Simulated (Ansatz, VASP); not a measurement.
# CdWO4: VASP beside Ansatz, part 2 of 2

One calculation is typed for both programs; each brings its own data sets. How far apart do they land? The cell is taken from a series of runs on this material, whose earlier steps may have relaxed, scaled, displaced or heated it; both programs get it as it stands.

VASP 6.6.1 and Ansatz 0.2.0.

So far: The starting structure; VASP: dielectric response, LDA.

### Step 3. Ansatz: dielectric response, LDA

Level of this step: Ansatz beside VASP: Kohn-Sham DFT, plane waves, LDA (Ansatz).

Ansatz runs on its default PAW (the set named soft_2) files.

The same cell, functional (in two slightly different forms) and mesh now go to Ansatz, which takes its cutoff from its data sets.

The input, input.yaml:

```yaml
crystal:
  lattice:
    - [5.04, 0.0, 0.0]
    - [0.0, 5.8701, 0.0]
    - [-0.1309573182, 0.0, 5.0824131071]
  atoms:
    - { symbol: Cd, position: [0.5, 0.69729, 0.25] }
    - { symbol: Cd, position: [0.5, 0.30271, 0.75] }
    - { symbol: W, position: [0.0, 0.17855, 0.25] }
    - { symbol: W, position: [0.0, 0.82145, 0.75] }
    - { symbol: O, position: [0.2018, 0.0955, 0.9504] }
    - { symbol: O, position: [0.7982, 0.0955, 0.5496] }
    - { symbol: O, position: [0.7982, 0.9045, 0.0496] }
    - { symbol: O, position: [0.2018, 0.9045, 0.4504] }
    - { symbol: O, position: [0.242, 0.3703, 0.3839] }
    - { symbol: O, position: [0.758, 0.3703, 0.1161] }
    - { symbol: O, position: [0.758, 0.6297, 0.6161] }
    - { symbol: O, position: [0.242, 0.6297, 0.8839] }
kpoints:
  mp_grid: { grid: [4, 4, 4] }
hamiltonian:
  xc: lda
scf:
  occupations: { method: fixed }
dielectric: {}
```

Launch:

```sh
> ansatz run input.yaml --threads 24 --pin off --max-ram 82944MiB --backend cuda --events-out ev --progress --plain --runs-dir out --devices 1 --max-vram 78GiB
```

Numbers of over 12 decimals in the logs are rounded to 6 here.

The log of the run:

```text
GPUs: using 1 of 1 available (devices: 1).
Engine: ansatz 0.2.0, aarch64-unknown-linux-gnu
Pseudopotentials: kind: paw
Pseudopotential: Cd, paw, valence charge 20, recommended cutoff 420 eV (normal), Cd.paw.azcp
Pseudopotential: W, paw, valence charge 14, recommended cutoff 420 eV (normal), W.paw.azcp
Pseudopotential: O, paw, valence charge 6, recommended cutoff 420 eV (normal), O.paw.azcp
Functional definition: SPW92
  exchange = slater_x
  correlation = pw_c
concurrent solve slots: 18 of 24 are kept, ahead of what memory takes: no pass of the eigensolver takes more rounds on 18
[...]
Crystal: 12 atoms, lattice volume = 150.365 Å³
Basis set: ecut = 420 eV, 2943 PW (Γ), exchange–correlation on 72×80×72 points (8 copies of the dense FFT grid, shifted against one another)
Bands: 70, of which v1, the nominal top of the filled ones, is band 58 counted from 1 (57 counted from 0)
Symmetry: 4 space group operations
k-points: 36 of 64 (irreducible under 1 space group operation, time reversal used)
Non-local potential: Cd, projectors of the file, l = 0: 3, l = 1: 2, l = 2: 2, l = 3: 1
Non-local potential: W, projectors of the file, l = 0: 3, l = 1: 2, l = 2: 2, l = 3: 1
Non-local potential: O, projectors of the file, l = 0: 2, l = 1: 2, l = 2: 1
PAW form: soft (Blöchl's): semilocal exchange-correlation on the pseudo side does not see the compensation charge
PAW frozen core: Cd, regenerated for the run's functional, and the local potential with it (the file was generated under x = pbe(κ = 0.804, μ = 0.219515), c = pbe(β = 0.066725))
PAW frozen core: W, regenerated for the run's functional, and the local potential with it (the file was generated under x = pbe(κ = 0.804, μ = 0.219515), c = pbe(β = 0.066725))
PAW frozen core: O, regenerated for the run's functional, and the local potential with it (the file was generated under x = pbe(κ = 0.804, μ = 0.219515), c = pbe(β = 0.066725))
PAW one-centre angular grid: Cd, 590 points (default); XC on 64 Gauss nodes
PAW one-centre angular grid: W, 590 points (default); XC on 64 Gauss nodes
PAW one-centre angular grid: O, 110 points (default); XC on 64 Gauss nodes
Initial density: superposition of atomic densities (neutral atoms: chi_scale 0, normalization atom), corrected by the library's trained network
Initial wavefunctions: pseudopotential atomic-orbital guess
[...]
Functional: x = slater, c = lda
SCF iter   1: F=—  HF=-40940.154760 eV  |F-HF|=—  |Δ(HF+E_count)|=         —  Δρ=2.13e-2  dr2=6.40e-1  ethr=1.77e-3  ⟨swp⟩=4.8  Hψ=8765  notcnv=0  defer=347
preconditioner: auto → Resta (q_TF=auto, 2.613 Å⁻¹)  ε∞=6.7  [insulator: Δε(μ)=2.731 eV  Ē_g=11.633 eV  n_scr=40 (ndim 8)  ℏωp=27.8 eV  f_vac=0.057  ε∞_Penn≈6.7]
SCF iter   2: F=—  HF=-40940.023228 eV  |F-HF|=—  |Δ(HF+E_count)|=   1.32e-1  Δρ=7.18e-3  dr2=7.39e-2  ethr=5.51e-4  ⟨swp⟩=2.0  Hψ=3839  notcnv=0  defer=324
[...]
SCF iter  11: F=-40940.008627 eV  HF=-40940.008627 eV  |F-HF|=7.28e-11  |Δ(HF+E_count)|=  7.28e-12  Δρ=2.35e-7  dr2=7.46e-11  ethr=1.00e-12  ⟨swp⟩=10.2  Hψ=7752  notcnv=0
SCF 1 converged in 11 iterations: F = -40940.008627 eV  dr2 = 7.46e-11
  greatest PAW one-centre occupation: 1.000 electrons in one spin orbital (limit 2), on the Cd atom at site 1 (counted from 0), in its partial waves of l = 0
the response reads at least the filled bands of the reference SCF and the lowest empty band at each k-point, and that SCF's band table does not vouch for those bands. The notice of the band table in this run's record says why
[...]
NSCF: frozen V_eff on 1 k-points
[...]
NSCF: frozen V_eff on 1 k-points
[...]
DFPT response loops at Γ: preconditioner auto → Resta (q_TF=auto, 2.613 Å⁻¹)  ε∞=4.5 (no band partly filled); β = 1.00, the filter's whole step (`scf.mixing.beta` (0.50) is not read by the response loops at its default; to damp them type it under 1.00, their step now; it binds the ground state too); Broyden in place of MSR1
── the response to a field inside a basis, on 4×4×4 k-points: an SCF that follows is theirs, and a resumed run solves both again ──
[...]
Bands: 59, of which v1, the nominal top of the filled ones, is band 58 counted from 1 (57 counted from 0)
k-points: 16 of 64
[...]
Eigensolver: Dense (16 Hₖ)
SCF iter   1: F=—  HF=-40939.832819 eV  |F-HF|=—  |Δ(HF+E_count)|=         —  Δρ=9.13e-4  dr2=3.58e-4  ethr=1.00e-1
preconditioner: auto → Resta (q_TF=auto, 2.613 Å⁻¹)  ε∞=9.9  [insulator: Δε(μ)=3.042 eV  Ē_g=9.305 eV  n_scr=40 (ndim 8)  ℏωp=27.8 eV  f_vac=0.052  ε∞_Penn≈9.9]
SCF iter   2: F=—  HF=-40939.832692 eV  |F-HF|=—  |Δ(HF+E_count)|=   1.27e-4  Δρ=3.69e-4  dr2=6.86e-5  ethr=3.09e-7
SCF iter   3: F=—  HF=-40939.832691 eV  |F-HF|=—  |Δ(HF+E_count)|=   5.39e-7  Δρ=1.56e-4  dr2=1.70e-5  ethr=5.91e-8
SCF iter   4: F=—  HF=-40939.832690 eV  |F-HF|=—  |Δ(HF+E_count)|=   1.39e-6  Δρ=5.96e-5  dr2=5.03e-6  ethr=1.47e-8
SCF iter   5: F=—  HF=-40939.832689 eV  |F-HF|=—  |Δ(HF+E_count)|=   1.01e-6  Δρ=1.59e-5  dr2=4.32e-7  ethr=4.34e-9
SCF iter   6: F=—  HF=-40939.832689 eV  |F-HF|=—  |Δ(HF+E_count)|=   3.46e-8  Δρ=1.41e-5  dr2=2.66e-7  ethr=3.73e-10
SCF iter   7: F=-40939.832689 eV  HF=-40939.832689 eV  |F-HF|=6.84e-10  |Δ(HF+E_count)|=   4.24e-8  Δρ=2.27e-6  dr2=1.00e-8  ethr=2.29e-10
SCF 1 converged in 7 iterations: F = -40939.832689 eV  dr2 = 1.00e-8
[...]
DFPT response loops at Γ: preconditioner auto → Resta (q_TF=auto, 2.613 Å⁻¹)  ε∞=4.4 (no band partly filled); β = 1.00, the filter's whole step (`scf.mixing.beta` (0.50) is not read by the response loops at its default; to damp them type it under 1.00, their step now; it binds the ground state too); Broyden in place of MSR1
SCF converged after 11 iterations
Free energy (F): -40940.008627 eV
Harris-Foulkes:  -40940.008627 eV  (|F-HF|=7.28e-11)
Internal energy: -40940.008627 eV  (E = F + TS)
E sigma→0 (E₀):  -40940.008627 eV
Fermi energy:    8.723589 eV
--- Per-component energies (eV) ---
  E_band       = -1375.423856
  E_kinetic    = 3291.751065
  E_local      = -11333.047191  (includes V_loc(G=0)·N_el)
  E_nonlocal   = 494.487528
  E_hartree    = 4733.616311
  E_xc         = -1452.118146
  E_vxc        = -1654.584528  (∫ρ·V_xc dr)
  E_paw        = -25693.170118  (= ΣΔE_a)
  E_vpaw       = -1641.283610  (= ΣTr[D̂ρ^β])
  E_aug_tail   = 0.019780  (compensation charges beyond the density's cutoff)
  E_ewald      = -10984.422672
  E_core_change = 2.874815  (= ΣΔE_core)
  E_smearing   = -0.000000  (= −TS)
  E_closure    = 0.000000  (closes the sum)
  Σ components = -40940.008627   (vs F -40940.008627, Δ=0.00e0)
--- Band table (eV; the first three rows and the last of 36) ---
  k-point 0: bands = [... 54 lower, 8.0801, 8.1974, 8.4067, 8.4594, 12.0845, 12.5327, 12.5437, 12.6940, ... 1 higher]
  k-point 1: bands = [... 54 lower, 8.0345, 8.2602, 8.4431, 8.6719, 12.1042, 12.2077, 12.5020, 12.5033, ... 1 higher]
  k-point 2: bands = [... 54 lower, 8.1625, 8.1625, 8.5980, 8.5980, 12.1223, 12.1223, 12.6005, 12.6005, ... 1 higher]
  k-point 35: bands = [... 54 lower, 7.8819, 7.8819, 8.2753, 8.2753, 12.4184, 12.4184, 12.6572, 12.6572, ... 1 higher]
--- Dielectric response (ions clamped): 3 representative field directions + reference, inside a basis on a mesh of 64 k-points (Σ response iterations 21) ---
  ε∞ (high-frequency dielectric tensor):
        5.155125    -0.000000     0.054683
       -0.000000     4.770034    -0.000000
        0.054683    -0.000000     5.348853
  Born effective charges Z* (e; rows j = field, columns β = displacement):
    site 0:
         3.45202   -0.00000    0.06213
         0.00000    2.65530   -0.00000
        -0.02309   -0.00000    2.65642
    site 1:
         3.45202   -0.00000    0.06213
         0.00000    2.65530   -0.00000
        -0.02309   -0.00000    2.65642
    site 2:
         5.27893   -0.00000    0.00804
        -0.00000    5.62219   -0.00000
         0.28653   -0.00000    7.03543
    site 3:
         5.27893   -0.00000    0.00804
        -0.00000    5.62219   -0.00000
         0.28653   -0.00000    7.03543
    site 4:
        -1.98701   -0.30697    0.75688
        -0.29342   -1.86558   -0.75635
         0.89684   -0.99314   -3.14007
    site 5:
        -1.98701    0.30697    0.75688
         0.29342   -1.86558    0.75635
         0.89684    0.99314   -3.14007
    site 6:
        -1.98701   -0.30697    0.75688
        -0.29342   -1.86558   -0.75635
         0.89684   -0.99314   -3.14007
    site 7:
[...]
site 8:
[...]
site 9:
[...]
1.39516   -2.27317    0.59384
        -1.02856    0.55934   -1.70586
    site 10:
        -2.37847   -1.19816   -0.79196
        -1.39516   -2.27317   -0.59384
        -1.02856   -0.55934   -1.70586
    site 11:
        -2.37847    1.19816   -0.79196
         1.39516   -2.27317    0.59384
        -1.02856    0.55934   -1.70586
  Z* charge neutrality: 1.043e-2 e pre-enforcement
  solved inside a basis spanned on kpoints, on 4×4×4 k-points, its susceptibility summed on 6×6×6: ε∞ is read to err by 2.1e-2, Z* by 5.0e-2 e (field_mesh: kpoints solves on kpoints); Z* is corrected for what the basis lacks
```

Reading the cycles: dr2 is the Hartree energy of the density residual (eV), the measure of convergence; HF is the Harris–Foulkes estimate of the energy, which meets the free energy F at convergence.

### Step 4. Side by side

Known differences besides the potentials themselves: the two LDA forms differ slightly; fixed occupations in Ansatz, narrow Gaussian smearing in VASP; VASP's response is taken on the typed mesh, Ansatz refines its own for the field response alone; the data sets hold 116 valence electrons in Ansatz (on its default PAW (the set named soft_2) files) and 84 in VASP; the cutoff is 420 eV in Ansatz and 520 eV in VASP; VASP's log shows a relativistic correction to its local exchange, Ansatz's none. Total energies have different zeros and are not compared.

The two programs side by side:

```
                                     quantity  Ansatz   VASP  difference
                                        ε∞ xx    5.16   5.15     +0.18 %
                                        ε∞ yy    4.77   4.76     +0.26 %
                                        ε∞ zz    5.35   5.36     -0.29 %
Born charge of Cd1 (mean of the diagonal) (e)    2.92   2.90       +0.02
 Born charge of W3 (mean of the diagonal) (e)    5.98   5.95       +0.03
 Born charge of O5 (mean of the diagonal) (e)   -2.33  -2.32       -0.01
```

### Step 5. Summary of results

```json
{
 "difference in ε∞ zz (dielectric response, LDA)": "-0.29 %"
}
```

What this shows: The difference in ε∞ zz is -0.29 % (dielectric response, LDA), within the 5 % picked in this series as the mark of a large difference. The data sets hold unlike numbers of valence electrons (116 in Ansatz and 84 in VASP), so part of the differences comes from the potentials. How closely two codes agree says nothing of how well the functional describes the real material.

[Lines on the potential files, build, host, timing and source positions are cut from VASP's logs without a mark.]

[Logs are printed without paths, hosts, clocks, repeated set-up lines and the standing remarks that a program may print on its own settings, such as how far it seeks lower states.]

[Hosts, paths, dates, database ids (printed as entryN), source tags and the programs' standing remarks are cut or masked in the printed files.]
